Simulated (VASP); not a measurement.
Method: optB86b-vdW, VASP's PBE PAW potentials (set 64) (plane waves; VASP 6.6.1).

VASP ran on this input.

KPOINTS:
```
Automatic mesh
0
gamma
  8 8 5
```

### INCAR
```
AGGAC = 0.0
ALGO = Normal
EDIFF = 1E-7
EDIFFG = -0.01
ENCUT = 520
GGA = MK
IBRION = 2
ISIF = 4
ISMEAR = 0
LASPH = .True.
LCHARG = .False.
LREAL = .False.
LUSE_VDW = .True.
LWAVE = .False.
NELM = 100
NSW = 30
PARAM1 = 0.1234
PARAM2 = 1.0
PREC = Accurate
SIGMA = 0.05
SYSTEM = AlN
```

POSCAR:
```
AlN
1.0
  1.5288878469  -2.6481114241   0.0000000000
  1.5288878469   2.6481114241   0.0000000000
  0.0000000000   0.0000000000   4.8966053824
Al N
2 2
Cart
  1.5288878469  -0.8827055734   2.4485657760
  1.5288878469   0.8827055734   0.0002630848
  1.5288878469  -0.8827055734   4.3185428625
  1.5288878469   0.8827055734   1.8702401713
```

POTCAR, in this order: Al N (PBE.64 set). Program: vasp_std.

The run wrote:

**OSZICAR**
```
       N       E                     dE             d eps       ncg     rms          rms(c)
DAV:   1     0.597341603167E+02    0.59734E+02   -0.77183E+03   720   0.120E+03
DAV:   2    -0.260996792498E+02   -0.85834E+02   -0.79927E+02  1116   0.231E+02
DAV:   3    -0.300321371719E+02   -0.39325E+01   -0.39140E+01   948   0.522E+01
DAV:   4    -0.300626248181E+02   -0.30488E-01   -0.30484E-01   812   0.542E+00
DAV:   5    -0.300630391562E+02   -0.41434E-03   -0.41433E-03   920   0.648E-01    0.126E+01
DAV:   6    -0.250184640868E+02    0.50446E+01   -0.17273E+01   860   0.323E+01    0.438E+00
DAV:   7    -0.250179184598E+02    0.54563E-03   -0.71451E-01   800   0.672E+00    0.298E+00
DAV:   8    -0.250073177139E+02    0.10601E-01   -0.83575E-02   804   0.305E+00    0.457E-01
DAV:   9    -0.250028328370E+02    0.44849E-02   -0.19172E-02   920   0.105E+00    0.232E-01
DAV:  10    -0.250033213912E+02   -0.48855E-03   -0.21179E-03   828   0.363E-01    0.133E-01
DAV:  11    -0.250032570087E+02    0.64382E-04   -0.18121E-04   836   0.114E-01    0.320E-02
DAV:  12    -0.250032588448E+02   -0.18360E-05   -0.61366E-06   796   0.250E-02    0.533E-03
DAV:  13    -0.250032588199E+02    0.24888E-07   -0.38222E-06   864   0.153E-02    0.382E-03
DAV:  14    -0.250032589415E+02   -0.12161E-06   -0.21069E-07   564   0.447E-03    0.930E-04
DAV:  15    -0.250032589515E+02   -0.10062E-07   -0.28921E-08   416   0.185E-03
   1 F= -.25003259E+02 E0= -.25003259E+02  d E =-.250033E+02
       N       E                     dE             d eps       ncg     rms          rms(c)
DAV:   1    -0.250036215823E+02   -0.36264E-03   -0.14601E-02   720   0.116E+00    0.718E-02
DAV:   2    -0.250035142743E+02    0.10731E-03   -0.14349E-04   904   0.116E-01    0.407E-02
DAV:   3    -0.250034576334E+02    0.56641E-04   -0.85207E-05   884   0.816E-02    0.256E-03
DAV:   4    -0.250034580564E+02   -0.42300E-06   -0.58797E-06   776   0.229E-02    0.217E-03
DAV:   5    -0.250034580627E+02   -0.62356E-08   -0.13647E-07   576   0.381E-03
   2 F= -.25003458E+02 E0= -.25003458E+02  d E =-.199111E-03
       N       E                     dE             d eps       ncg     rms          rms(c)
DAV:   1    -0.250034934308E+02   -0.35374E-04   -0.18858E-03   720   0.418E-01    0.258E-02
DAV:   2    -0.250034796534E+02    0.13777E-04   -0.18634E-05   904   0.416E-02    0.146E-02
DAV:   3    -0.250034721145E+02    0.75389E-05   -0.11060E-05   884   0.295E-02    0.945E-04
DAV:   4    -0.250034721484E+02   -0.33913E-07   -0.77246E-07   772   0.832E-03
   3 F= -.25003472E+02 E0= -.25003472E+02  d E =-.213197E-03
       N       E                     dE             d eps       ncg     rms          rms(c)
DAV:   1    -0.250035325989E+02   -0.60484E-04   -0.26620E-02   720   0.151E+00    0.259E-02
DAV:   2    -0.250035538150E+02   -0.21216E-04   -0.34958E-04   860   0.162E-01    0.168E-02
DAV:   3    -0.250035450215E+02    0.87935E-05   -0.88896E-06   840   0.328E-02    0.762E-03
DAV:   4    -0.250035435912E+02    0.14303E-05   -0.79584E-06   884   0.248E-02    0.272E-03
DAV:   5    -0.250035435828E+02    0.84177E-08   -0.77568E-07   732   0.899E-03
   4 F= -.25003544E+02 E0= -.25003544E+02  d E =-.714344E-04
```

File OUTCAR:
```
------------------------ aborting loop because EDIFF is reached ----------------------------------------
  FORCE on cell =-STRESS in cart. coord.  units (eV):
  Direction    XX          YY          ZZ          XY          YZ          ZX
  --------------------------------------------------------------------------------------
  Total        3.4365481      3.4365481      3.4167411      0.0000000      0.0000000      0.0000000
  in kB      138.8660316    138.8660308    138.0656581      0.0000000      0.0000000      0.0000000
  external PRESSURE =     138.5992402 kB  Pullay stress =       0.0000000 kB
  volume of cell :       39.65
      direct lattice vectors                 reciprocal lattice vectors
     1.530754553 -2.651344653  0.000000000     0.326636298 -0.188583555 -0.000000000
     1.530754553  2.651344653 -0.000000000     0.326636298  0.188583555 -0.000000000
     0.000000000  0.000000000  4.884670157     0.000000000  0.000000000  0.204722114
  FREE ENERGIE OF THE ION-ELECTRON SYSTEM (eV)
  ---------------------------------------------------
  free  energy   TOTEN  =       -25.0035435828 eV

  energy  without entropy=      -25.0035435828  energy(sigma->0) =      -25.00354358

 reached required accuracy - stopping structural energy minimisation
```
(Selected blocks of OUTCAR.)

### CONTCAR
```
AlN
   1.00000000000000
     1.5307545534721090   -2.6513446533030347    0.0000000000000000
     1.5307545534721090    2.6513446533030347   -0.0000000000000000
     0.0000000000000000    0.0000000000000000    4.8846701571984736
  Al              N
     2     2
Direct
     0.6666669999999968    0.3333330000000032    0.4994767735225490
     0.3333330000000032    0.6666669999999968    0.9994767735225490
     0.6666669999999968    0.3333330000000032    0.8825232264774489
     0.3333330000000032    0.6666669999999968    0.3825232264774489
```

The compound is AlN in the wurtzite structure. This cell is one point of a volume scan, at 0.94 of the reference volume. Symmetry was kept, so distortions that lower it aren't found.
